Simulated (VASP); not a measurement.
Input for VASP

**INCAR**
```
ALGO = Normal
EDIFF = 1E-6
EDIFFG = -0.01
ENCUT = 400
IBRION = 2
ISIF = 3
ISMEAR = 0
LASPH = .TRUE.
LCHARG = .FALSE.
LMAXMIX = 4
LREAL = .FALSE.
LWAVE = .FALSE.
NELM = 100
NSW = 60
PREC = Accurate
SIGMA = 0.05
SYSTEM = KBr
```

**KPOINTS**
```
Automatic mesh
0
Gamma
6 6 6
0 0 0
```

### POSCAR
```
KBr
1
    0.0000000000     3.2945400000     3.2945400000
    3.2945400000     0.0000000000     3.2945400000
    3.2945400000     3.2945400000     0.0000000000
K Br
1 1
Direct
  0.0000000000   0.0000000000   0.0000000000
  0.5000000000   0.5000000000   0.5000000000
```

POTCAR, in this order: K_sv Br (LDA.64 set). Program: vasp_std.

**Question.** Write an equivalent input for Ansatz.

**Answer.** One equivalent input (not run):
Ansatz 0.2 input:
```yaml
crystal:
  lattice:
    - [0.0000000, 3.2945400, 3.2945400]
    - [3.2945400, 0.0000000, 3.2945400]
    - [3.2945400, 3.2945400, 0.0000000]
  atoms:
    - { symbol: K, position: [0.0000000, 0.0000000, 0.0000000] }
    - { symbol: Br, position: [0.5000000, 0.5000000, 0.5000000] }
kpoints:
  mp_grid: { grid: [6, 6, 6] }
hamiltonian:
  xc: lda
  pseudopotentials: { kind: paw }
scf:
  occupations: { method: gaussian, width: 0.05 }
  max_iter: 100
relax:
  max_steps: 60
  f_tol: 0.01
  cell: {}
output: { forces: true, stress: true, eigenvalues: true }
```
The two are equivalent in intent, not identical: each code has its own PAW files, so the cut-off isn't converted (ENCUT is set for VASP's; basis.ecutwfc is left out, and Ansatz then takes the one that its files recommend); Ansatz stops its SCF on the density residual and VASP on the energy change (EDIFF); Ansatz's lda is the Perdew-Wang form, while the LDA potentials of VASP carry Perdew-Zunger's.

The structure comes from a computed database's KBr entry (Fm-3m); how it stands against other phases isn't given here. This run relaxes it. Symmetry was kept, so distortions that lower it aren't found.
